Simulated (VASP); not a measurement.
# Be3Te2Se (P1) in VASP: relaxation of cell and atoms with PBE

Aim: the relaxation of cell and atoms of Be3Te2Se with PBE.

All numbers are computed with VASP 6.6.1; they aren't measurements. Logs are shortened: lines on timing, memory, paths and dates and some standing lists are left out, and cuts for length are marked.

## 1. Starting point

The typed cell holds 12 atoms: a = 8.851 Å, b = 17.612 Å, c = 8.897 Å, α = 154.21°, β = 155.26°, γ = 35.81°.

The cell was built by a generator and needn't be a form met in nature.

## 2. Relaxation of cell and atoms, PBE

Contents of INCAR:

```
SYSTEM = Be3Te2Se
PREC = Normal ; ENCUT = 520
EDIFF = 1E-5 ; ISMEAR = 0
SIGMA = 0.05 ; LREAL = Auto
LASPH = .True. ; NELM = 80
ALGO = Fast ; ISIF = 3
LWAVE = .False. ; LCHARG = .False.
GGA = PE ; IBRION = 2
NSW = 110 ; EDIFFG = -0.03
ISYM = 0 ; KPAR = 4
```

Contents of KPOINTS:

```
Automatic mesh
0
Gamma
  6 6 6
  0 0 0
```

Contents of POSCAR:

```
Be3Te2Se
1.0
   -2.0385623600      1.8493123000      8.4121130700
    3.7487092500     -3.8290741600     16.7773959800
    2.0773369500      1.9533116700     -8.4275424300
Be Te Se
6 4 2
Direct
    0.7599823700      0.1346234000      0.5315970700
    0.7607724600      0.6155444200      0.5030330500
    0.0710276300      0.2729927400      0.4723604600
    0.0270525200      0.7752159900      0.4262265200
    0.4269947200      0.4462788700      0.4881912100
    0.4514266400      0.9628126100      0.5374015600
    0.6650331100      0.3319971800      0.0110445100
    0.6219306700      0.8326230900      0.9687657200
    0.3659041600      0.1609725900      0.0132523900
    0.3472355600      0.6646435600      0.9895307100
    0.9618575300      0.0043018900      0.9666576000
    0.0066861200      0.4867284000      0.0019459600
```

Potentials or basis: VASP PAW PBE potentials, release 64 (Be, Te, Se).

Started as:

```sh
cat potpaw_PBE.64/Be/POTCAR potpaw_PBE.64/Te/POTCAR potpaw_PBE.64/Se/POTCAR > POTCAR
mpirun -np 4 vasp_std > vasp.out
```

OUTCAR:

```text
SYSTEM = Be3Te2Se
   PREC = Normal
   ENCUT = 520
   EDIFF = 1E-5
   ISMEAR = 0
   LREAL = Auto
   LASPH = .True.
   NELM = 80
   ISIF = 3
   GGA = PE
   IBRION = 2
   NSW = 110
   EDIFFG = -0.03
   ISYM = 0

 ion  position               nearest neighbor table
   1  0.760  0.135  0.532-   9 2.38   9 2.46   7 2.46   8 2.51
   2  0.761  0.616  0.503-   7 2.36  10 2.48   8 2.53  10 2.57
   3  0.071  0.273  0.472-  11 2.18   7 2.38   7 2.41  12 2.48
   4  0.027  0.775  0.426-   8 2.34   8 2.39  12 2.41  11 2.46
   5  0.427  0.446  0.488-  12 2.25  12 2.28   9 2.33  10 2.37
   6  0.451  0.963  0.537-  11 2.13   9 2.37  10 2.40  11 2.58
   7  0.665  0.332  0.011-   2 2.36   3 2.38   3 2.41   1 2.46
   8  0.622  0.833  0.969-   4 2.34   4 2.39   1 2.51   2 2.53
   9  0.366  0.161  0.013-   5 2.33   6 2.37   1 2.38   1 2.46
  10  0.347  0.665  0.990-   5 2.37   6 2.40   2 2.48   2 2.57
  11  0.962  0.004  0.967-   6 2.13   3 2.18   4 2.46   6 2.58
  12  0.007  0.487  0.002-   5 2.25   5 2.28   4 2.41   3 2.48

IMPORTANT INFORMATION: All symmetrisations will be switched off!
NOSYMM: (Re-)initialisation of all symmetry stuff for point group C_1.

----------------------------------------------------------------------------------------

                                     Primitive cell

  volume of cell :     252.4091

  direct lattice vectors                    reciprocal lattice vectors
    -2.038562360  1.849312300  8.412113070    -0.001988036  0.263242154  0.060523475
     3.748709250 -3.829074160 16.777395980     0.126844232 -0.001167638  0.030995685
     2.077336950  1.953311670 -8.427542430     0.250534761  0.260435690  0.003459750

  length of vectors
     8.850951292 17.612371954  8.896866116     0.270117520  0.130581603  0.361395054

  position of ions in fractional coordinates (direct lattice)
     0.759982370  0.134623400  0.531597070
     0.760772460  0.615544420  0.503033050
     0.071027630  0.272992740  0.472360460
     0.027052520  0.775215990  0.426226520
     0.426994720  0.446278870  0.488191210
     0.451426640  0.962812610  0.537401560
     0.665033110  0.331997180  0.011044510
     0.621930670  0.832623090  0.968765720
     0.365904160  0.160972590  0.013252390
     0.347235560  0.664643560  0.989530710
     0.961857530  0.004301890  0.966657600
     0.006686120  0.486728400  0.001945960

  ion indices of the primitive-cell ions
   primitive index   ion index
                 1           1
                 2           2
                 3           3
                 4           4
                 5           5
                 6           6
                 7           7
                 8           8
                 9           9
                10          10
                11          11
                12          12

----------------------------------------------------------------------------------------

 KPOINTS: Automatic mesh

Automatic generation of k-mesh.
 Grid dimensions read from file:
 generate k-points for:    6    6    6

 Generating k-lattice:

  Cartesian coordinates                     Fractional coordinates (reciprocal lattice)
    -0.000331339  0.043873692  0.010087246     0.166666667  0.000000000  0.000000000
     0.021140705 -0.000194606  0.005165947     0.000000000  0.166666667 -0.000000000
     0.041755794  0.043405948  0.000576625     0.000000000 -0.000000000  0.166666667

  Length of vectors
     0.045019587  0.021763601  0.060232509

  Shift w.r.t. Gamma in fractional coordinates (k-lattice)
     0.000000000  0.000000000  0.000000000

 Subroutine IBZKPT returns following result:
 ===========================================

 Found    112 irreducible k-points:

 Following reciprocal coordinates:
            Coordinates               Weight
  0.000000  0.000000  0.000000      1.000000
  0.166667  0.000000 -0.000000      2.000000
  0.333333  0.000000  0.000000      2.000000
  0.500000  0.000000 -0.000000      1.000000
 -0.000000  0.166667  0.000000      2.000000
  0.166667  0.166667  0.000000      2.000000
[... 16 lines left out ...]
  0.333333 -0.000000  0.166667      2.000000
  0.500000  0.000000  0.166667      2.000000
 [... further k-points ...]
   k-points           NKPTS =    112   k-points in BZ     NKDIM =    112   number of bands    NBANDS=     31
   number of dos      NEDOS =    301   number of ions     NIONS =     12
   total plane-waves  NPLWV = 245000
   dimension x,y,z NGX =    50 NGY =   98 NGZ =   50
   dimension x,y,z NGXF=   100 NGYF=  196 NGZF=  100
   ions per type =               6   4   2
   NGX,Y,Z   is equivalent  to a cutoff of   9.39,  9.25,  9.34 a.u.
   NGXF,Y,Z  is equivalent  to a cutoff of  18.78, 18.50, 18.69 a.u.
 SYSTEM =  Be3Te2Se
   PREC   = normal    normal or accurate (medium, high low for compatibility)
   ISTART =      0    job   : 0-new  1-cont  2-samecut
   ICHARG =      2    charge: 1-file 2-atom 10-const
   ISPIN  =      1    spin polarized calculation?
   LNONCOLLINEAR =      F non collinear calculations
   LSORBIT =      F    spin-orbit coupling
   LASPH  =      T    aspherical Exc in radial PAW
   ENCUT  =  520.0 eV  38.22 Ry    6.18 a.u.  16.46 32.75 16.54*2*pi/ulx,y,z
   NELM   =     80;   NELMIN=  2; NELMDL= -5     # of ELM steps
   EDIFF  = 0.1E-04   stopping-criterion for ELM
   LREAL  =      T    real-space projection
   EDIFFG = -.3E-01   stopping-criterion for IOM
   NSW    =    110    number of steps for IOM
   IBRION =      2    ionic relax: 0-MD 1-quasi-New 2-CG
   NFREE  =      1    steps in history (QN), initial steepest desc. (CG)
   ISIF   =      3    stress and relaxation
   ISYM   =      0    0-nonsym 1-usesym 2-fastsym
   POTIM  = 0.5000    time-step for ionic-motion
   TEBEG  =    0.0;   TEEND  =   0.0 temperature during run
   PSTRESS=    0.0 pullay stress
   NELECT =      48.0000    total number of electrons
   NUPDOWN=      -1.0000    fix difference up-down
   EMIN   =  10.00;   EMAX   =-10.00  energy-range for DOS
   EFERMI =   0.00;   METHOD = LEGACY
   ISMEAR =     0;   SIGMA  =   0.05  broadening in eV -4-tet -1-fermi 0-gaus
   EFERMI_NEDOS =   21; number of points for ismear=-14 and -15
   IALGO  =     68    algorithm
   IMIX   =      4    mixing-type and parameters
     AMIX     =   0.40;   BMIX     =  1.00
     AMIX_MAG =   1.60;   BMIX_MAG =  1.00
  volume/ion in A,a.u.               =      21.03       141.95
  Fermi-wavevector in a.u.,A,eV,Ry     =   0.941428  1.779040 12.058652  0.886286
  Thomas-Fermi vector in A             =   2.068937
   LORBIT       =      0    0 simple, 1 ext, 2 COOP (PROOUT), +10 PAW based schemes
   GGA     = PE    functional components
   LHFCALC =     F    Hartree Fock is set to
   AEXX    =    0.0000 exact exchange contribution
   IVDW    =     0    specifies the selected vdW correction
   LEPSILON=     F    determine dielectric tensor
   LRPA    =     F    only Hartree local field effects (RPA)
 conjugate gradient relaxation of ions
 non-spin polarized calculation
 RMM-DIIS sequential band-by-band and
 Gauss-broadening in eV      SIGMA  =   0.05
  energy-cutoff  :      520.00
  volume of cell :      252.41
 maximum number of plane-waves:      6822
   NGX = 33   NGY = 65   NGZ = 33

--------------------------------------- Ionic step        1  -------------------------------------------

 number of electron      48.0000000 magnetization

 Free energy of the ion-electron system (eV)
  ---------------------------------------------------
  ext. energy  EPLUGINS =         0.00000000
  ---------------------------------------------------
  free energy    TOTEN  =       -47.06191441 eV

  energy without entropy =      -47.06191441  energy(sigma->0) =      -47.06191441

------------------------ aborting loop because EDIFF is reached ----------------------------------------

  FORCE on cell =-STRESS in cart. coord.  units (eV):
  Direction    XX          YY          ZZ          XY          YZ          ZX
  --------------------------------------------------------------------------------------
  -------------------------------------------------------------------------------------
  Total       -0.7908024      5.0449318     -0.8162031     -0.8022845      0.4567971      1.9416426
  in kB       -5.0196519     32.0229180     -5.1808836     -5.0925351      2.8995386     12.3246587
  external PRESSURE =       7.2741275 kB  Pullay stress =       0.0000000 kB
[... 119 lines left out ...]
  FREE ENERGIE OF THE ION-ELECTRON SYSTEM (eV)
  ---------------------------------------------------
  free  energy   TOTEN  =       -47.6566087076 eV

  energy  without entropy=      -47.6566087076  energy(sigma->0) =      -47.65660871

[... ionic steps 4 to 12 ...]

--------------------------------------- Ionic step       13  -------------------------------------------

 number of electron      48.0000002 magnetization

------------------------ aborting loop because EDIFF is reached ----------------------------------------

  FORCE on cell =-STRESS in cart. coord.  units (eV):
  Direction    XX          YY          ZZ          XY          YZ          ZX
  --------------------------------------------------------------------------------------
  -------------------------------------------------------------------------------------
  Total       -0.0988831      0.1498263     -0.0487357     -0.0169603     -0.0347950      0.1003359
  in kB       -0.6307161      0.9556527     -0.3108563     -0.1081799     -0.2219365      0.6399830
  external PRESSURE =       0.0046935 kB  Pullay stress =       0.0000000 kB
[... 77 lines left out ...]
  energy  without entropy=      -47.8416735905  energy(sigma->0) =      -47.84167359

--------------------------------------- Ionic step       15  -------------------------------------------

 number of electron      48.0000001 magnetization

 Free energy of the ion-electron system (eV)
  ---------------------------------------------------
  ext. energy  EPLUGINS =         0.00000000
  ---------------------------------------------------
  free energy    TOTEN  =       -47.84279652 eV

  energy without entropy =      -47.84279652  energy(sigma->0) =      -47.84279652

 E-fermi :   4.7858     XC(G=0):  -9.0948

 val. band max:        4.5302400538   @ k =   0.0000   0.0000   0.0000
 cond. band min:       6.5572180969   @ k =   0.5000   0.0000   0.5000
 fundamental gap:      2.0269780431
 Fermi energy:         4.7858434065

 k-point     1 :       0.0000    0.0000    0.0000
  band No.  band energies     occupation
      1      -8.8401      2.00000
      2      -8.3433      2.00000
      3      -7.0924      2.00000
      4      -6.4977      2.00000
      5      -6.3579      2.00000
      6      -6.3027      2.00000
[... 805 lines left out ...]
     30       9.0936      0.00000
     31       9.0964      0.00000

 [... further k-points ...]
[... 5 lines left out ...]
  --------------------------------------------------------------------------------------
  -------------------------------------------------------------------------------------
  Total       -0.0651328     -0.0651798     -0.0296518     -0.0197537      0.0150116     -0.0254926
  in kB       -0.4153574     -0.4156576     -0.1890920     -0.1259710      0.0957302     -0.1625687
  external PRESSURE =      -0.3400356 kB  Pullay stress =       0.0000000 kB
[... 27 lines left out ...]
  FREE ENERGIE OF THE ION-ELECTRON SYSTEM (eV)
  ---------------------------------------------------
  free  energy   TOTEN  =       -47.8427965236 eV

  energy  without entropy=      -47.8427965236  energy(sigma->0) =      -47.84279652

 reached required accuracy - stopping structural energy minimisation
```

It took 46 min on 4 MPI ranks of Intel Xeon 6975P-C (Granite Rapids), shared host; peak memory 0.91 GiB.

What came out:

| Quantity | Value |
| --- | --- |
| Free energy | -47.8428 eV |
| Relaxed volume | 20.94 Å³/atom |
| Relaxed cell | a = 8.693 Å, b = 17.389 Å, c = 8.694 Å, α = 154.06°, β = 154.05°, γ = 37.01° |
| Space group after relaxing (to 0.05 Å) | I-4m2 (No. 119) |
| Energy gained by relaxing | 65.1 meV/atom |
| Ionic steps | 15 |
| Pressure after relaxing | 0.0 GPa |
| Largest force after relaxing | 0.021 eV/Å |
| Band gap on the k mesh | 2.03 eV, indirect (least direct gap 2.11 eV) |

Forces on the atoms (eV/Å):
```
Be   0.005 -0.020  0.004
Be  -0.014  0.001  0.012
Be  -0.001 -0.011 -0.001
Be  -0.011  0.011  0.012
Be   0.008 -0.003  0.011
Be  -0.009 -0.004 -0.015
Te  -0.004 -0.005 -0.012
Te   0.013  0.004 -0.001
Te  -0.016  0.011 -0.008
Te   0.014  0.001 -0.008
Se   0.004  0.013  0.012
Se   0.010  0.003 -0.005
```

The path:
```csv
step,energy change (eV),largest force (eV/Å),pressure (GPa),volume (Å³)
1,0.0000,1.4660,0.73,252.41
2,-0.4865,0.8105,-0.78,255.85
3,-0.5947,0.5922,-1.54,258.36
4,-0.7049,0.3997,0.14,250.47
5,-0.7076,0.3775,0.56,248.91
6,-0.7389,0.2422,0.21,250.33
7,-0.7440,0.2743,-0.02,251.25
8,-0.7579,0.1946,-0.13,251.66
9,-0.7621,0.1664,-0.22,252.04
10,-0.7731,0.1083,0.01,251.03
11,-0.7761,0.0898,0.18,250.29
12,-0.7762,0.1014,0.21,250.14
13,-0.7796,0.0566,0.00,251.19
14,-0.7798,0.0431,-0.10,251.56
15,-0.7809,0.0213,-0.03,251.24
```

Final structure:
```yaml
crystal:
  lattice:
    - [-1.94982, 1.95089, 8.24431]
    - [3.90471, -3.90449, 16.48930]
    - [1.95015, 1.95349, -8.24427]
  atoms:
    - { symbol: Be, position: [0.74810, 0.11935, 0.49249] }
    - { symbol: Be, position: [0.74675, 0.62037, 0.49299] }
    - { symbol: Be, position: [0.07352, 0.28249, 0.49433] }
    - { symbol: Be, position: [0.07005, 0.78226, 0.49156] }
    - { symbol: Be, position: [0.42247, 0.45717, 0.49173] }
    - { symbol: Be, position: [0.42263, 0.95796, 0.49290] }
    - { symbol: Te, position: [0.66142, 0.32637, 0.99401] }
    - { symbol: Te, position: [0.65828, 0.82582, 0.99095] }
    - { symbol: Te, position: [0.33469, 0.16342, 0.99243] }
    - { symbol: Te, position: [0.33423, 0.66365, 0.99205] }
    - { symbol: Se, position: [0.99671, 0.99526, 0.99272] }
    - { symbol: Se, position: [0.99705, 0.49462, 0.99185] }
```

Levels at points of the mesh, in eV from the valence-band top:
```tsv
k point	band 20	band 21	band 22	band 23	band 24	band 25	band 26	band 27	band 28	band 29
(0.00, 0.00, 0.00)	-0.84	-0.78	-0.14	0.00	0.00	2.11	2.63	3.00	3.57	3.72
(0.50, 0.00, 0.00)	-2.48	-2.15	-1.19	-0.84	-0.77	2.09	3.01	3.01	3.81	3.93
(0.00, 0.50, 0.00)	-1.46	-1.15	-1.14	-0.26	-0.26	2.94	2.95	3.61	3.62	4.02
(0.50, 0.50, 0.00)	-2.32	-2.02	-2.02	-1.93	-1.92	3.11	3.11	3.29	3.29	3.92
(0.00, 0.00, 0.50)	-2.48	-2.15	-1.19	-0.83	-0.77	2.09	3.01	3.01	3.80	3.93
(0.50, 0.00, 0.50)	-1.20	-0.84	-0.77	-0.69	-0.69	2.03	2.96	3.00	3.18	3.45
(0.00, 0.50, 0.50)	-2.32	-2.02	-2.02	-1.93	-1.92	3.11	3.11	3.29	3.30	3.92
(0.50, 0.50, 0.50)	-1.13	-0.75	-0.74	-0.50	-0.50	2.71	2.71	3.49	3.49	3.87
```

Caveat: spin-orbit coupling is left out, which moves the levels of the heavy elements. A k mesh can miss the band edges.
